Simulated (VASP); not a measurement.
Output of a VASP run:

**OSZICAR**
```
       N       E                     dE             d eps       ncg     rms          rms(c)
DAV:   1     0.305481457689E+03    0.30548E+03   -0.21215E+04  1344   0.282E+03
DAV:   2     0.772713347118E+01   -0.29775E+03   -0.28646E+03  1398   0.489E+02
DAV:   3    -0.234707673991E+02   -0.31198E+02   -0.30965E+02  1548   0.164E+02
DAV:   4    -0.240819075611E+02   -0.61114E+00   -0.61077E+00  1428   0.239E+01
DAV:   5    -0.240863222043E+02   -0.44146E-02   -0.44145E-02  1554   0.200E+00    0.192E+01
DAV:   6    -0.208287173120E+02    0.32576E+01   -0.10498E+01  2238   0.699E+01    0.125E+01
DAV:   7    -0.209671209901E+02   -0.13840E+00   -0.25791E+00  1332   0.187E+01    0.692E+00
DAV:   8    -0.209572248815E+02    0.98961E-02   -0.69000E-01  1952   0.822E+00    0.168E+00
DAV:   9    -0.209054625030E+02    0.51762E-01   -0.15760E-01  2126   0.753E+00    0.285E-01
DAV:  10    -0.209084193024E+02   -0.29568E-02   -0.43019E-02  1338   0.162E+00    0.136E-01
DAV:  11    -0.209081639697E+02    0.25533E-03   -0.15375E-03  1988   0.713E-01    0.278E-02
DAV:  12    -0.209081809147E+02   -0.16945E-04   -0.17962E-04  1888   0.328E-01    0.141E-02
DAV:  13    -0.209081805185E+02    0.39614E-06   -0.14042E-05  1704   0.811E-02    0.582E-03
DAV:  14    -0.209081806020E+02   -0.83493E-07   -0.19447E-06   824   0.169E-02
   1 F= -.13171901E+02 E0= -.13171901E+02  d E =-.131719E+02
       N       E                     dE             d eps       ncg     rms          rms(c)
DAV:   1    -0.240341382274E+02   -0.31260E+01   -0.51034E+01  1550   0.145E+02    0.150E+01
DAV:   2    -0.205142237039E+02    0.35199E+01   -0.15233E+01  1592   0.886E+01    0.574E+00
DAV:   3    -0.202420151684E+02    0.27221E+00   -0.67672E-01  1660   0.131E+01    0.288E+00
DAV:   4    -0.201283351480E+02    0.11368E+00   -0.26858E-02  2068   0.813E+00    0.861E-01
DAV:   5    -0.201194274073E+02    0.89077E-02   -0.14914E-02  2118   0.240E+00    0.837E-02
DAV:   6    -0.201196121707E+02   -0.18476E-03   -0.32951E-03  1514   0.905E-01    0.484E-02
DAV:   7    -0.201196415334E+02   -0.29363E-04   -0.51763E-04  1754   0.276E-01    0.322E-02
DAV:   8    -0.201196406278E+02    0.90567E-06   -0.31555E-05  1476   0.962E-02    0.202E-02
DAV:   9    -0.201196325510E+02    0.80768E-05   -0.32119E-05  1612   0.516E-02    0.228E-03
DAV:  10    -0.201196329186E+02   -0.36758E-06   -0.29491E-06  1118   0.170E-02
   2 F= -.13092783E+02 E0= -.13092783E+02  d E =0.791178E-01
       N       E                     dE             d eps       ncg     rms          rms(c)
DAV:   1    -0.220207667787E+02   -0.19011E+01   -0.19819E+01  1506   0.956E+01    0.825E+00
DAV:   2    -0.208447258034E+02    0.11760E+01   -0.37898E+00  1610   0.470E+01    0.383E+00
DAV:   3    -0.207216818018E+02    0.12304E+00   -0.16075E-01  1870   0.954E+00    0.202E+00
DAV:   4    -0.206793570377E+02    0.42325E-01   -0.53945E-02  2234   0.416E+00    0.290E-01
DAV:   5    -0.206789720340E+02    0.38500E-03   -0.11129E-02  1344   0.108E+00    0.161E-01
DAV:   6    -0.206786528647E+02    0.31917E-03   -0.16103E-03  1546   0.317E-01    0.397E-02
DAV:   7    -0.206786676503E+02   -0.14786E-04   -0.35975E-05  1472   0.106E-01    0.293E-02
DAV:   8    -0.206786613176E+02    0.63327E-05   -0.27085E-05  1968   0.585E-02    0.298E-03
DAV:   9    -0.206786612950E+02    0.22537E-07   -0.21071E-06  1126   0.176E-02
   3 F= -.13220642E+02 E0= -.13220642E+02  d E =-.487417E-01
```

**OUTCAR**
```
------------------------ aborting loop because EDIFF is reached ----------------------------------------
  FORCE on cell =-STRESS in cart. coord.  units (eV):
  Direction    XX          YY          ZZ          XY          YZ          ZX
  --------------------------------------------------------------------------------------
  Total        7.4108086      7.4108111      7.4370683      0.0000000      0.0000000      0.0000000
  in kB      298.1009559    298.1010569    299.1572574      0.0000000      0.0000000      0.0000000
  external PRESSURE =      -1.5469099 kB  Pullay stress =     300.0000000 kB
  volume of cell :       39.83
      direct lattice vectors                 reciprocal lattice vectors
     1.526332209 -2.643685383  0.000000000     0.327582683 -0.189129918  0.000000000
     1.526332209  2.643685383  0.000000000     0.327582683  0.189129918  0.000000000
     0.000000000  0.000000000  4.935418388     0.000000000  0.000000000  0.202617067
  FREE ENERGIE OF THE ION-ELECTRON SYSTEM (eV)
  ---------------------------------------------------
  free  energy   TOTEN  =       -20.6786612950 eV

  energy  without entropy=      -20.6786612950  energy(sigma->0) =      -20.67866130
  enthalpy is  TOTEN    =       -13.2206423654 eV   P V=        7.4580189296

 reached required accuracy - stopping structural energy minimisation
```
(Selected blocks of OUTCAR.)

**POSCAR**
```
ZnO
1
    1.5451235179    -2.6762328696    -0.0000000000
    1.5451235179     2.6762328696     0.0000000000
    0.0000000000     0.0000000000     4.9957926800
Zn O
2 2
Direct
  0.6666670000   0.3333330000   0.5018342322
  0.3333330000   0.6666670000   0.0018342322
  0.6666670000   0.3333330000   0.8801657678
  0.3333330000   0.6666670000   0.3801657678
```

Q: Write an INCAR and KPOINTS that could have produced this output.

A: Several could match; the one computed here: the input of the run itself, LDA (Ceperley-Alder, Perdew-Zunger), plane waves, VASP's LDA PAW potentials (set 64).

**INCAR**
```
ALGO = Normal
EDIFF = 1E-6
EDIFFG = -0.02
ENCUT = 620
IBRION = 2
ISIF = 3
ISMEAR = 0
LASPH = .True.
LCHARG = .False.
LMAXMIX = 4
LREAL = .False.
LWAVE = .False.
NELM = 100
NSW = 40
PREC = Accurate
PSTRESS = 300
SIGMA = 0.05
SYSTEM = ZnO
```

**KPOINTS**
```
Automatic mesh
0
Gamma
8 8 5
0 0 0
```

POTCAR, in this order: Zn O (LDA.64 set). Program: vasp_std.

Energy and stress use the plane-wave basis of the starting cell.

The compound is ZnO in the wurtzite structure. This run relaxes it under an external pressure of 30 GPa. Symmetry was kept, so distortions that lower it aren't found.
